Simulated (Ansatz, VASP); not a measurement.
# K4Mg2Ge23O50 (glassy 85GeO2-7MgO-7K2O (mol %)) in two plane-wave programs, part 3 of 3

Aim: how closely do two programs agree when they are given the same cell, functional and k mesh? Of the first pair: The structure shown is the start of the Ansatz relaxation below; VASP solves that cell, so the two are compared at the walk's first step.

VASP 6.6.1 and Ansatz 0.2.0.

So far. Step 3 (VASP: single point, LDA, start cell, pair 1): The run ends at a pressure of 1.01 GPa, with forces up to 4.1 eV/Å.

### 6. VASP: single point, LDA, relaxed cell, pair 2

Level of this step: LDA; plane waves and PAW (Ge_d, Mg, K_sv, O) (VASP).

The same cell, functional (in two slightly different forms) and mesh now go to VASP, with its own data sets.

Input file INCAR:

```
SYSTEM = K4Mg2Ge23O50
PREC = Accurate
ENCUT = 600
EDIFF = 1E-06
NELM = 120
ISMEAR = 0
SIGMA = 0.01
LREAL = Auto
ALGO = Normal
GGA = PW92
NBANDS = 392
LORBIT = 11
LWAVE = .FALSE.
LCHARG = .FALSE.
ISIF = 2
LASPH = .TRUE.
GGA_COMPAT = .FALSE.
EFERMI = MIDGAP
NCORE = 2
```

Input file POSCAR:

```
K4Mg2Ge23O50
1.0
   10.4227580000      0.1176950000      0.3245120000
    0.1176950000     10.1010290000      0.1043330000
    0.3245120000      0.1043330000     10.3434990000
Ge Mg K O
23 2 4 50
Direct
    0.0195900000      0.4805500000      0.0683100000
    0.3025300000      0.9759600000      0.3875100000
    0.6817000000      0.3019500000      0.4241900000
    0.5454000000      0.6259500000      0.1728200000
    0.4445400000      0.3408100000      0.2480900000
    0.0525900000      0.5881100000      0.5558800000
    0.8242900000      0.7279500000      0.1100000000
    0.8682100000      0.7857700000      0.4125300000
    0.1938500000      0.5111700000      0.3014900000
    0.2790700000      0.7960600000      0.1498900000
    0.9436800000      0.9789600000      0.6336900000
    0.3453600000      0.1667600000      0.0348000000
    0.5830800000      0.7170000000      0.4780700000
    0.5342500000      0.0474100000      0.5268500000
    0.4813300000      0.5173200000      0.7166800000
    0.2209100000      0.8173100000      0.6429400000
    0.2314200000      0.3831100000      0.8396300000
    0.4110200000      0.7497100000      0.8947700000
    0.5182800000      0.0171300000      0.8255300000
    0.1074900000      0.0463500000      0.2085900000
    0.9643500000      0.2295700000      0.7855800000
    0.7745800000      0.4537200000      0.6785800000
    0.8511000000      0.2229500000      0.1497900000
    0.7347400000      0.7686400000      0.8199200000
    0.7955100000      0.0285500000      0.9242500000
    0.0105300000      0.2845200000      0.4369700000
    0.6290800000      0.3383900000      0.9500200000
    0.5988500000      0.9699100000      0.1967200000
    0.0552900000      0.8631200000      0.9107800000
    0.0096500000      0.6934200000      0.4260200000
    0.4975100000      0.4670600000      0.1414200000
    0.7431200000      0.1320700000      0.0790500000
    0.4833700000      0.6404800000      0.5930500000
    0.9616100000      0.1080700000      0.9029000000
    0.3213200000      0.4612700000      0.7146000000
    0.6494400000      0.1043200000      0.8440100000
    0.9606000000      0.1251000000      0.2345800000
    0.3546900000      0.9229300000      0.2320600000
    0.0512800000      0.4727000000      0.2325000000
    0.9167100000      0.3514200000      0.0476400000
    0.3523400000      0.2940400000      0.9196500000
    0.7088600000      0.6059600000      0.1292700000
    0.4523100000      0.0537100000      0.6766200000
    0.5978100000      0.3949200000      0.7011000000
    0.5867000000      0.8903100000      0.4764600000
    0.1589400000      0.0626000000      0.3673200000
    0.2721000000      0.6501800000      0.2441100000
    0.1886600000      0.1505700000      0.0953600000
    0.8953400000      0.9383200000      0.4792700000
    0.7820100000      0.8396000000      0.9922600000
    0.5239600000      0.3509600000      0.3896100000
    0.1266900000      0.6781500000      0.6707900000
    0.9429800000      0.1514200000      0.6341100000
    0.1702600000      0.4941100000      0.4678800000
    0.1179000000      0.8799300000      0.1666800000
    0.4657000000      0.7471000000      0.0825000000
    0.4697800000      0.5885200000      0.8717400000
    0.6692600000      0.1401600000      0.4883400000
    0.2806600000      0.3631800000      0.2733100000
    0.7750800000      0.3110200000      0.2789300000
    0.7481300000      0.6826800000      0.4805600000
    0.9608300000      0.6432200000      0.0450200000
    0.3342900000      0.8165800000      0.7544400000
    0.4166100000      0.0923000000      0.4187900000
    0.2622600000      0.7721500000      0.9853300000
    0.8292300000      0.3357100000      0.7958400000
    0.2986400000      0.8368200000      0.4885000000
    0.8345600000      0.8195400000      0.2511600000
    0.9500100000      0.4815200000      0.6323500000
    0.1089900000      0.9482800000      0.6599000000
    0.5225500000      0.6804900000      0.3303500000
    0.5526200000      0.8436700000      0.8448600000
    0.8474600000      0.9065300000      0.7542300000
    0.3989500000      0.0236800000      0.9557300000
    0.7721100000      0.4015000000      0.5123800000
    0.1201000000      0.2942900000      0.7629400000
    0.7305500000      0.6034600000      0.7462600000
    0.1553300000      0.4814400000      0.9619500000
    0.4585500000      0.1991500000      0.1507500000
```

Input file KPOINTS:

```
Automatic mesh
0
Gamma
1 1 1
0 0 0
```

PAW data sets: Ge_d, Mg, K_sv and O (LDA family, release 64).

Run with:

```bash
$ mpirun -np 8 vasp_gam
```

Numbers of over 12 decimals in the logs are rounded to 6 here.

Log:

```text
[banner, memory and clock lines left out]
running    8 mpi-ranks, on    1 nodes
[...]
[... a notice as in an earlier step ...]

 LDA part: xc-table for (Slater(with rela. corr.)+PW92), standard interpolation
 POSCAR, INCAR and KPOINTS ok, starting setup
[...]
entering main loop
       N       E                     dE             d eps       ncg     rms          rms(c)
DAV:   1     0.236729983996E+05    0.23673E+05   -0.22790E+05   960   0.481E+03
DAV:   2     0.547534653908E+04   -0.18198E+05   -0.17198E+05   784   0.136E+03
DAV:   3     0.288873072420E+03   -0.51865E+04   -0.48716E+04   832   0.435E+02
DAV:   4    -0.571914259826E+03   -0.86079E+03   -0.84242E+03   896   0.190E+02
[...]
DAV:  17    -0.547339510546E+03   -0.92298E-05   -0.17172E-04  1096   0.511E-02    0.124E-02
DAV:  18    -0.547339510561E+03   -0.15076E-07   -0.27366E-05  1080   0.381E-02    0.867E-03
DAV:  19    -0.547339509917E+03    0.64375E-06   -0.95560E-06   848   0.279E-02
   1 F= -.54733951E+03 E0= -.54733951E+03  d E =0.000000E+00
```

From OUTCAR (step 6):

```text
  FREE ENERGIE OF THE ION-ELECTRON SYSTEM (eV)
  ---------------------------------------------------
  free  energy   TOTEN  =      -547.3395099169 eV

  energy  without entropy=     -547.3395099169  energy(sigma->0) =     -547.33950992
```

The run ends at a pressure of 0.67 GPa, with forces up to 0.19 eV/Å.

### 7. Comparison

What differs besides the data sets and the points named for the pairs above, as far as they apply: the data sets hold 678 valence electrons in Ansatz (on its default PAW (the set named soft_2) files) and 662 in VASP; the cutoff is 420 eV in Ansatz and 600 eV in VASP (PREC = Accurate, projectors in real space). Total energies have different zeros and are not compared.

Both answers:

| quantity | Ansatz | VASP | difference |
| --- | --- | --- | --- |
| pressure (GPa) | -0.01 | 0.67 | -0.68 |
| gap on the k mesh (eV) | 2.111 | 2.092 | +0.020 |

Forces on 7 of the 79 atoms, those with the largest forces and the largest differences (eV/Å; atoms numbered as in POSCAR):

| atom | Ansatz x, y, z | VASP x, y, z |
| --- | --- | --- |
| O32 | 0.011, 0.019, 0.017 | -0.098, -0.096, -0.086 |
| O34 | 0.009, 0.002, 0.003 | 0.005, -0.120, 0.125 |
| O36 | -0.004, -0.019, 0.011 | 0.161, 0.065, 0.033 |
| O44 | -0.014, -0.007, -0.008 | 0.070, -0.126, -0.037 |
| O50 | -0.009, 0.010, 0.000 | -0.059, 0.118, -0.131 |
| O72 | 0.048, -0.014, -0.006 | 0.160, -0.070, -0.022 |
| O73 | 0.020, 0.003, -0.016 | -0.082, -0.063, 0.103 |

The forces differ by 48 meV/Å r.m.s., where the r.m.s. force is 0.013 eV/Å in Ansatz and 0.049 eV/Å in VASP: the atoms lie near their places of rest in Ansatz, so a percentage would say little (all taken over all components). A gap on the mesh is an upper bound, since the band edges may lie between its points.

### 8. What came out

| Quantity | Value |
| --- | --- |
| r.m.s. force difference (single point, LDA, start cell, pair 1) | 4.3 % of the r.m.s. force |
| r.m.s. force difference (single point, LDA, relaxed cell, pair 2) | 48 meV/Å |
| difference in pressure (single point, LDA, relaxed cell, pair 2) | -0.68 GPa |

What this shows: The r.m.s. force difference is 48 meV/Å (single point, LDA, relaxed cell, pair 2), beyond the 12 meV/Å picked in this series as the mark of a large difference. The data sets hold unlike numbers of valence electrons (678 in Ansatz and 662 in VASP), so part of the differences comes from the potentials. What causes the difference of the single point, LDA, start cell, pair 1 pair stays open here. What causes the difference of the single point, LDA, relaxed cell, pair 2 pair stays open here. Such differences can come from data sets, numerical settings and the points named under the comparisons, not from the functional's error against experiment.

[Lines on the potential files, build, host, timing and source positions are cut from VASP's logs without a mark.]

[Logs are printed without paths, hosts, clocks, repeated set-up lines and the standing remarks that a program may print on its own settings, such as how far it seeks lower states.]

[Hosts, paths, dates, database ids (printed as entryN), source tags and the programs' standing remarks are cut or masked in the printed files.]
